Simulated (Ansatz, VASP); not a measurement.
# Cross-check of Ta12Al14O51 (aluminium tantalate glass 54Al2O3-46Ta2O5) between VASP and Ansatz, part 3 of 3

Aim: how closely do two programs agree when they are given the same cell, functional and k mesh? The structure shown is the end of the Ansatz relaxation below.

VASP 6.6.1 and Ansatz 0.2.0.

So far. Step 6 (VASP: single point, PBE, pair 2): The run ends at a pressure of 0.31 GPa, with forces up to 0.23 eV/Å.

### Step 8. Ansatz: relaxation, LDA

Level of this step: Ansatz beside VASP: Kohn-Sham DFT, plane waves, LDA (Ansatz).

This run makes the geometry at which the two programs are then compared. The cell compared in this pair holds 929.15 Å³, against 989.43 Å³ for the pair before.

The structure compared here is the end of the Ansatz relaxation.

File input.yaml:

```yaml
crystal:
  lattice:
    - [10.29008, 0.0, 0.0]
    - [0.0, 9.60176, 0.0]
    - [0.0, 0.0, 10.01418]
  atoms:
    - { symbol: Al, position: [0.57003, 0.6884, 0.35268] }
    - { symbol: Al, position: [0.77702, 0.20359, 0.28327] }
    - { symbol: Al, position: [0.61158, 0.15547, 0.53729] }
    - { symbol: Al, position: [0.32545, 0.86061, 0.2679] }
    - { symbol: Al, position: [0.56111, 0.41165, 0.48266] }
    - { symbol: Al, position: [0.28606, 0.20523, 0.55016] }
    - { symbol: Al, position: [0.36268, 0.442, 0.71101] }
    - { symbol: Al, position: [0.47774, 0.38536, 0.18856] }
    - { symbol: Al, position: [0.08278, 0.73201, 0.59187] }
    - { symbol: Al, position: [0.52675, 0.10345, 0.13116] }
    - { symbol: Al, position: [0.82637, 0.15023, 0.72897] }
    - { symbol: Al, position: [0.46885, 0.89766, 0.8778] }
    - { symbol: Al, position: [0.063, 0.29327, 0.3104] }
    - { symbol: Al, position: [0.25351, 0.11378, 0.15228] }
    - { symbol: Ta, position: [0.58863, 0.2684, 0.88176] }
    - { symbol: Ta, position: [0.64486, 0.59285, 0.70376] }
    - { symbol: Ta, position: [0.88881, 0.8321, 0.8206] }
    - { symbol: Ta, position: [0.94733, 0.21096, 0.02283] }
    - { symbol: Ta, position: [0.16055, 0.01228, 0.80988] }
    - { symbol: Ta, position: [0.76372, 0.89699, 0.53908] }
    - { symbol: Ta, position: [0.40334, 0.8599, 0.58663] }
    - { symbol: Ta, position: [0.79819, 0.88151, 0.16947] }
    - { symbol: Ta, position: [0.28051, 0.6155, 0.00181] }
    - { symbol: Ta, position: [0.05096, 0.0068, 0.40743] }
    - { symbol: Ta, position: [0.07651, 0.3809, 0.71928] }
    - { symbol: Ta, position: [0.07614, 0.64664, 0.24489] }
    - { symbol: O, position: [0.76217, 0.95176, 0.73834] }
    - { symbol: O, position: [0.9194, 0.73123, 0.19385] }
    - { symbol: O, position: [0.53073, 0.78378, 0.73931] }
    - { symbol: O, position: [0.15987, 0.19369, 0.42378] }
    - { symbol: O, position: [0.6836, 0.05903, 0.21063] }
    - { symbol: O, position: [0.08108, 0.97373, 0.58289] }
    - { symbol: O, position: [0.93389, 0.28547, 0.66128] }
    - { symbol: O, position: [0.65367, 0.77261, 0.22411] }
    - { symbol: O, position: [0.04386, 0.33893, 0.90406] }
    - { symbol: O, position: [0.10127, 0.59567, 0.05651] }
    - { symbol: O, position: [0.92458, 0.0333, 0.11183] }
    - { symbol: O, position: [0.42409, 0.3019, 0.81356] }
    - { symbol: O, position: [0.57861, 0.97246, 0.53367] }
    - { symbol: O, position: [0.47407, 0.5338, 0.60988] }
    - { symbol: O, position: [0.64986, 0.20288, 0.70964] }
    - { symbol: O, position: [0.53005, 0.50444, 0.32596] }
    - { symbol: O, position: [0.18341, 0.97608, 0.26969] }
    - { symbol: O, position: [0.23941, 0.38644, 0.60001] }
    - { symbol: O, position: [0.05815, 0.47416, 0.32575] }
    - { symbol: O, position: [0.61853, 0.46791, 0.84697] }
    - { symbol: O, position: [0.04539, 0.56218, 0.66002] }
    - { symbol: O, position: [0.38938, 0.22643, 0.20464] }
    - { symbol: O, position: [0.3828, 0.77317, 0.97133] }
    - { symbol: O, position: [0.53787, 0.05734, 0.94884] }
    - { symbol: O, position: [0.9365, 0.17217, 0.35554] }
    - { symbol: O, position: [0.79035, 0.09622, 0.54418] }
    - { symbol: O, position: [0.2036, 0.05679, 0.98257] }
    - { symbol: O, position: [0.78993, 0.84718, 0.98391] }
    - { symbol: O, position: [0.66443, 0.72257, 0.50199] }
    - { symbol: O, position: [0.70379, 0.46598, 0.57886] }
    - { symbol: O, position: [0.34275, 0.95456, 0.76639] }
    - { symbol: O, position: [0.08141, 0.76969, 0.40675] }
    - { symbol: O, position: [0.65585, 0.26868, 0.39285] }
    - { symbol: O, position: [0.40133, 0.97897, 0.16317] }
    - { symbol: O, position: [0.85605, 0.30809, 0.15482] }
    - { symbol: O, position: [0.86698, 0.91748, 0.37307] }
    - { symbol: O, position: [0.11565, 0.23529, 0.15178] }
    - { symbol: O, position: [0.32978, 0.02095, 0.52055] }
    - { symbol: O, position: [0.26836, 0.53014, 0.83226] }
    - { symbol: O, position: [0.45859, 0.2617, 0.53147] }
    - { symbol: O, position: [0.1858, 0.17954, 0.71229] }
    - { symbol: O, position: [0.42794, 0.78727, 0.39329] }
    - { symbol: O, position: [0.79604, 0.66221, 0.7948] }
    - { symbol: O, position: [0.25567, 0.70716, 0.20605] }
    - { symbol: O, position: [0.25694, 0.74804, 0.60328] }
    - { symbol: O, position: [0.91111, 0.79381, 0.61603] }
    - { symbol: O, position: [0.96764, 0.05355, 0.8341] }
    - { symbol: O, position: [0.58808, 0.28805, 0.08232] }
    - { symbol: O, position: [0.39074, 0.49395, 0.08447] }
    - { symbol: O, position: [0.79225, 0.22165, 0.9044] }
    - { symbol: O, position: [0.07939, 0.81713, 0.81454] }
kpoints:
  mp_grid: { grid: [1, 1, 1] }
hamiltonian:
  xc: lda
scf:
  occupations: { method: fixed }
output:
  forces: true
  stress: true
relax:
  f_tol: 0.04
  max_steps: 60
  cell: { stress_tol: 0.1, fix: [alpha, beta, gamma] }
```

Launch:

```console
> ansatz run input.yaml --threads 4 --pin off --max-ram 15360MiB --backend cpu --events-out ev --progress --plain --runs-dir out
```

Numbers of over 12 decimals in the logs are rounded to 6 here.

The program printed:

```text
[...]
Crystal: 77 atoms, lattice volume = 989.430 Å³
Basis set: ecut = 420 eV, 19303 PW (Γ)
Bands: 329, of which v1, the nominal top of the filled ones, is band 252 counted from 1 (251 counted from 0)
Symmetry: 1 space group operations
[...]
k-points: 1
[...]
SCF iter   1: F=—  HF=-151777.989348 eV  |F-HF|=—  |Δ(HF+E_count)|=         —  Δρ=1.80e-2  dr2=3.29e0  ethr=1.77e-3  ⟨swp⟩=5.0  Hψ=992  notcnv=0  defer=73
[...]
- { symbol: O, position: [0.535179, 0.785877, 0.742819] }
    - { symbol: O, position: [0.157660, 0.190527, 0.421677] }
    - { symbol: O, position: [0.685416, 0.058353, 0.214258] }
    - { symbol: O, position: [0.084693, 0.969616, 0.590414] }
    - { symbol: O, position: [0.937028, 0.285277, 0.658961] }
    - { symbol: O, position: [0.651455, 0.775191, 0.224968] }
[...]
- { symbol: O, position: [0.592916, 0.287598, 0.088753] }
    - { symbol: O, position: [0.387647, 0.485947, 0.080260] }
    - { symbol: O, position: [0.793414, 0.224122, 0.905682] }
    - { symbol: O, position: [0.080700, 0.814729, 0.809661] }
[key lines of the parts left out:]
P = ⅓ Tr σ = -0.0291 GPa (-0.291 kbar)
```

### Step 9. VASP: single point, LDA

The same cell, functional (in two slightly different forms) and mesh now go to VASP, with its own data sets.

File INCAR:

```
SYSTEM = Ta12Al14O51
PREC = Accurate
ENCUT = 600
EDIFF = 1E-06
NELM = 120
ISMEAR = 0
SIGMA = 0.01
LREAL = Auto
ALGO = Normal
GGA = PW92
NBANDS = 296
LASPH = .TRUE.
LORBIT = 11
LWAVE = .FALSE.
LCHARG = .FALSE.
ISIF = 2
GGA_COMPAT = .FALSE.
EFERMI = MIDGAP
NCORE = 2
```

File POSCAR:

```
Ta12Al14O51
1.0
   10.1203120000      0.0000000000      0.0000000000
    0.0000000000      9.4155020000      0.0000000000
    0.0000000000      0.0000000000      9.7509600000
Al Ta O
14 12 51
Direct
    0.5683000000      0.6886500000      0.3529600000
    0.7771800000      0.2059000000      0.2835200000
    0.6100200000      0.1582000000      0.5358200000
    0.3242600000      0.8577900000      0.2644200000
    0.5611800000      0.4152300000      0.4845200000
    0.2863400000      0.2047900000      0.5458500000
    0.3629200000      0.4389300000      0.7072400000
    0.4782100000      0.3842100000      0.1914300000
    0.0841300000      0.7407600000      0.6000500000
    0.5285800000      0.1028500000      0.1349900000
    0.8262200000      0.1545600000      0.7274200000
    0.4705200000      0.8984600000      0.8826700000
    0.0567600000      0.2924100000      0.3088800000
    0.2547400000      0.1134200000      0.1509700000
    0.5904100000      0.2693200000      0.8850200000
    0.6463800000      0.5968400000      0.7073700000
    0.8886500000      0.8352300000      0.8223100000
    0.9556000000      0.2064900000      0.0190400000
    0.1628500000      0.0122500000      0.8035700000
    0.7615800000      0.8990700000      0.5379100000
    0.4063700000      0.8581900000      0.5870600000
    0.7992800000      0.8827600000      0.1701700000
    0.2750800000      0.6094500000      0.9993400000
    0.0539300000      0.0036000000      0.4083500000
    0.0805800000      0.3860700000      0.7154800000
    0.0742100000      0.6445200000      0.2472000000
    0.7619800000      0.9572600000      0.7378000000
    0.9159400000      0.7262200000      0.1943100000
    0.5351800000      0.7858800000      0.7428200000
    0.1576600000      0.1905300000      0.4216800000
    0.6854200000      0.0583500000      0.2142600000
    0.0846900000      0.9696200000      0.5904100000
    0.9370300000      0.2852800000      0.6589600000
    0.6514500000      0.7751900000      0.2249700000
    0.0475000000      0.3380500000      0.9028800000
    0.0957300000      0.5895600000      0.0568200000
    0.9312700000      0.0271900000      0.1141900000
    0.4243700000      0.3004500000      0.8134200000
    0.5758700000      0.9746100000      0.5318500000
    0.4743800000      0.5379500000      0.6105300000
    0.6506900000      0.2078000000      0.7084000000
    0.5274100000      0.5064400000      0.3259600000
    0.1832400000      0.9743700000      0.2649300000
    0.2393000000      0.3891600000      0.5904800000
    0.0547700000      0.4734100000      0.3332400000
    0.6154900000      0.4713800000      0.8520900000
    0.0425600000      0.5667700000      0.6568700000
    0.3915500000      0.2225400000      0.2093700000
    0.3770500000      0.7684900000      0.9655100000
    0.5411000000      0.0598500000      0.9501100000
    0.9357100000      0.1655200000      0.3567500000
    0.7874400000      0.0996100000      0.5392400000
    0.2014500000      0.0587300000      0.9809300000
    0.7807600000      0.8540300000      0.9817400000
    0.6593600000      0.7229900000      0.5065500000
    0.7048400000      0.4665900000      0.5812500000
    0.3472400000      0.9587300000      0.7665000000
    0.0841600000      0.7744900000      0.4078500000
    0.6526300000      0.2731200000      0.3901400000
    0.4022000000      0.9749600000      0.1566600000
    0.8654600000      0.3055600000      0.1572500000
    0.8698000000      0.9142900000      0.3740400000
    0.1185000000      0.2369900000      0.1508700000
    0.3273700000      0.0184200000      0.5161600000
    0.2564600000      0.5189700000      0.8275000000
    0.4573900000      0.2643700000      0.5333500000
    0.1877600000      0.1831100000      0.7092000000
    0.4253100000      0.7858100000      0.3925500000
    0.7998900000      0.6612300000      0.8008700000
    0.2551300000      0.7021200000      0.2025700000
    0.2595300000      0.7458200000      0.6084500000
    0.9078100000      0.7955200000      0.6171800000
    0.9683800000      0.0550300000      0.8383500000
    0.5929200000      0.2876000000      0.0887500000
    0.3876500000      0.4859500000      0.0802600000
    0.7934100000      0.2241200000      0.9056800000
    0.0807000000      0.8147300000      0.8096600000
```

File KPOINTS:

```
Automatic mesh
0
Gamma
1 1 1
0 0 0
```

The projector-augmented-wave data sets are Al, Ta_pv and O (LDA family, release 64).

Launch:

```console
> mpirun -np 8 vasp_gam
```

The program printed:

```text
[banner, memory and clock lines left out]
running    8 mpi-ranks, on    1 nodes
[...]
|                                                                             |
|               ----> ADVICE to this user running VASP <----                  |
|                                                                             |
|     You enforced a specific xc type in the INCAR file but a different       |
|     [... a line on the potential file left out ...]
|     I HOPE YOU KNOW WHAT YOU ARE DOING!                                     |
|                                                                             |

 LDA part: xc-table for (Slater(with rela. corr.)+PW92), standard interpolation
 POSCAR, INCAR and KPOINTS ok, starting setup
[...]
entering main loop
       N       E                     dE             d eps       ncg     rms          rms(c)
DAV:   1     0.571025542663E+04    0.57103E+04   -0.32006E+05   600   0.189E+03
DAV:   2    -0.256220731431E+03   -0.59665E+04   -0.57165E+04   720   0.497E+02
DAV:   3    -0.836772237019E+03   -0.58055E+03   -0.57521E+03   680   0.160E+02
DAV:   4    -0.851840740876E+03   -0.15069E+02   -0.14993E+02   696   0.267E+01
[...]
DAV:  16    -0.721986044815E+03   -0.57953E-05   -0.69542E-05   680   0.250E-02    0.112E-02
DAV:  17    -0.721986046846E+03   -0.20315E-05   -0.24425E-05   704   0.141E-02    0.869E-03
DAV:  18    -0.721986046971E+03   -0.12440E-06   -0.97022E-06   632   0.800E-03
   1 F= -.72198605E+03 E0= -.72198605E+03  d E =0.000000E+00
```

OUTCAR, selected parts (step 9):

```text
  FREE ENERGIE OF THE ION-ELECTRON SYSTEM (eV)
  ---------------------------------------------------
  free  energy   TOTEN  =      -721.9860469706 eV

  energy  without entropy=     -721.9860469706  energy(sigma->0) =     -721.98604697

[... 1 part as in an earlier step ...]
```

The run ends at a pressure of 0.86 GPa, with forces up to 0.24 eV/Å.

### Step 10. Side by side

What differs besides the data sets and the points named for the pairs above, as far as they apply: the data sets hold 504 valence electrons in Ansatz (on its default PAW (the set named soft_2) files) and 480 in VASP; VASP's log shows a relativistic correction to its local exchange, Ansatz's none. Total energies have different zeros and are not compared.

Both answers:

| quantity | Ansatz | VASP | difference |
| --- | --- | --- | --- |
| pressure (GPa) | -0.03 | 0.86 | -0.89 |
| gap on the k mesh (eV) | 3.153 | 3.111 | +0.042 |

Forces on 7 of the 77 atoms, those with the largest forces and the largest differences (eV/Å; atoms numbered as in POSCAR):

| atom | Ansatz x, y, z | VASP x, y, z |
| --- | --- | --- |
| Ta15 | -0.002, -0.001, -0.003 | 0.106, -0.074, 0.129 |
| Ta16 | 0.000, -0.001, -0.002 | -0.070, 0.227, 0.018 |
| Ta21 | 0.001, 0.004, 0.001 | 0.210, -0.074, 0.036 |
| O32 | 0.001, -0.003, 0.000 | 0.040, -0.050, 0.210 |
| O33 | 0.002, 0.002, 0.000 | -0.149, -0.092, -0.073 |
| O56 | 0.000, 0.001, 0.001 | 0.114, -0.147, -0.122 |
| O64 | 0.000, 0.001, -0.001 | -0.087, 0.141, -0.079 |

The forces differ by 64 meV/Å r.m.s., where the r.m.s. force is 0.002 eV/Å in Ansatz and 0.064 eV/Å in VASP: the atoms lie near their places of rest in Ansatz, so a percentage would say little (all taken over all components). A gap on the mesh is an upper bound, since the band edges may lie between its points; neither run holds spin-orbit coupling, which can move the band edges of a compound of Ta.

### Step 11. What came out

```yaml
r_m_s_force_difference_single_point_pbe_pair_1: 60 meV/Å
r_m_s_force_difference_single_point_pbe_pair_2: 61 meV/Å
r_m_s_force_difference_single_point_lda: 64 meV/Å
difference_in_pressure_single_point_lda: -0.89 GPa
difference_in_gap_on_the_k_mesh_single_point_lda: 0.042 eV
```

What this shows: The r.m.s. force difference is 64 meV/Å (single point, LDA), beyond the 12 meV/Å picked in this series as the mark of a large difference. The data sets hold unlike numbers of valence electrons (504 in Ansatz and 480 in VASP), so part of the differences comes from the potentials. What causes the difference of the single point, PBE, pair 1 pair stays open here. What causes the difference of the single point, PBE, pair 2 pair stays open here. What causes the difference of the single point, LDA pair stays open here. 5 further runs of this series are not shown here. How closely two codes agree says nothing of how well the functional describes the real material.

[Lines on the potential files, build, host, timing and source positions are cut from VASP's logs without a mark.]

[Logs are printed without paths, hosts, clocks, repeated set-up lines and the standing remarks that a program may print on its own settings, such as how far it seeks lower states.]

[Hosts, paths, dates, database ids (printed as entryN), source tags and the programs' standing remarks are cut or masked in the printed files.]
